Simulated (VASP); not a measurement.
F4C, in a box:

```
F C
1.0
    12.00000    0.00000    0.00000
     0.00000   11.00000    0.00000
     0.00000    0.00000   11.00000
F C
4 1
Direct
  0.41743 0.48525 0.59199
  0.58473 0.43738 0.54022
  0.44961 0.41150 0.41420
  0.50466 0.59232 0.45870
  0.48911 0.48162 0.50128
```

Program: VASP 6.6.1. Alike in all runs: task single point; no spin polarisation; cell as given; k mesh 1 × 1 × 1; smearing gaussian 0.01 eV. Hardware: 1 thread of Intel(R) Xeon(R) Platinum 8488C (Sapphire Rapids), with other jobs on the host.

Task: Order these runs on this cell by their wall time, lowest first.
A. level PBE0; potentials or basis VASP PAW PBE potentials, release 64 (F_s, C_s); cutoff (eV) 400
B. level B3LYP+TS; potentials or basis VASP PAW PBE potentials, release 64 (F, C); cutoff (eV) 520
C. level r2SCAN0; potentials or basis VASP PAW PBE potentials, release 64 (F, C); cutoff (eV) 520

Result: A (110 s), B (220 s), C (450 s).

Runs at the PBE level aren't shown here.
